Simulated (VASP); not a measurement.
Data:

```
CELL_PARAMETERS angstrom
      0.00000     1.96432     1.96432
      1.96432     0.00000     1.96432
      1.96432     1.96432     0.00000
ATOMIC_POSITIONS crystal
  Pd 0.00000 0.00000 0.00000
```

Level of theory: revPBE GGA, VASP's PBE PAW potentials (set 64) (plane waves; VASP). Settings: 520 eV cut-off, 16×16×16 Γ-centred mesh, first-order Methfessel-Paxton smearing of 0.10 eV, potentials Pd.

Q: What does the run give for the energy per atom (σ→0), pressure, band gap (on the k-mesh) with the smallest direct gap where there is one?

A: 
| Quantity | Result |
|---|---|
| band gap (on the k-mesh) | none (metal, semimetal or under 0.01 eV) |
| energy per atom (σ→0) | -4.738 eV/atom |
| pressure | 48.7 kbar |

The compound is Pd in the fcc structure. This cell is one point of a volume scan, at 0.97 of the reference volume.
